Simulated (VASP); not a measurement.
An input for Quantum ESPRESSO's pw.x (written as the equivalent of a VASP run, and not itself run):

```
&CONTROL
  calculation = 'vc-relax'
  pseudo_dir = './pseudo'
  outdir = './out'
  tprnfor = .true.
  tstress = .true.
  nstep = 60
  forc_conv_thr = 0.00078
/
&SYSTEM
  ibrav = 0
  nat = 6
  ntyp = 3
  ecutwfc = 84
  occupations = 'smearing'
  smearing = 'gaussian'
  degauss = 0.003675
  input_dft = 'pbesol'
/
&ELECTRONS
  conv_thr = 7.3e-08
  electron_maxstep = 100
/
&IONS
/
&CELL
/
ATOMIC_SPECIES
  Sr 87.620 Sr.upf
  Br 79.904 Br.upf
  F 18.998 F.upf
CELL_PARAMETERS angstrom
     4.1799684    0.0000000   -0.0000000
     0.0000000    4.1799684    0.0000000
     0.0000000    0.0000000    7.3134672
ATOMIC_POSITIONS crystal
  Sr   0.0000000  0.5000000  0.8138361
  Sr   0.5000000  0.0000000  0.1861639
  Br   0.5000000  0.0000000  0.6473242
  Br   0.0000000  0.5000000  0.3526758
  F    0.5000000  0.5000000  1.0000000
  F    0.0000000  0.0000000  1.0000000
K_POINTS automatic
  5 5 3 0 0 0
```

Problem. Translate this input to VASP (INCAR, KPOINTS, POSCAR, choice of POTCAR).

Solution. One answer among several that fit: 
### INCAR
```
ALGO = Normal
EDIFF = 1E-6
EDIFFG = -0.02
ENCUT = 520
GGA = PS
IBRION = 2
ISIF = 3
ISMEAR = 0
LASPH = .TRUE.
LCHARG = .FALSE.
LMAXMIX = 4
LREAL = .FALSE.
LWAVE = .FALSE.
NELM = 100
NSW = 60
PREC = Accurate
SIGMA = 0.05
SYSTEM = SrBrF
```

File KPOINTS:
```
Automatic
0
G
 5 5 3
```

File POSCAR:
```
SrBrF
1.0
  4.1799684271   0.0000000000   0.0000000000
  0.0000000000   4.1799684271   0.0000000000
  0.0000000000   0.0000000000   7.3134671507
Sr Br F
2 2 2
direct
  0.0000000000   0.5000000000   0.8138360719
  0.5000000000   0.0000000000   0.1861639281
  0.5000000000   0.0000000000   0.6473242106
  0.0000000000   0.5000000000   0.3526757894
  0.5000000000   0.5000000000   1.0000000000
  0.0000000000   0.0000000000   1.0000000000
```

POTCAR, in this order: Sr_sv Br F (PBE.64 set). Program: vasp_std.

What does not carry over: the potentials are each code's own (VASP's PAW set, PseudoDojo norm-conserving files in pw.x), so ENCUT and ecutwfc are chosen apart and not converted; conv_thr bounds pw.x's estimated SCF error, while EDIFF bounds the energy change between steps; forc_conv_thr acts on force components and is met together with etot_conv_thr.

The structure comes from a computed database's SrBrF entry (P4/nmm); how it stands against other phases isn't given here. This run relaxes it. Symmetry was kept, so distortions that lower it aren't found. The start is the result of an earlier pass.
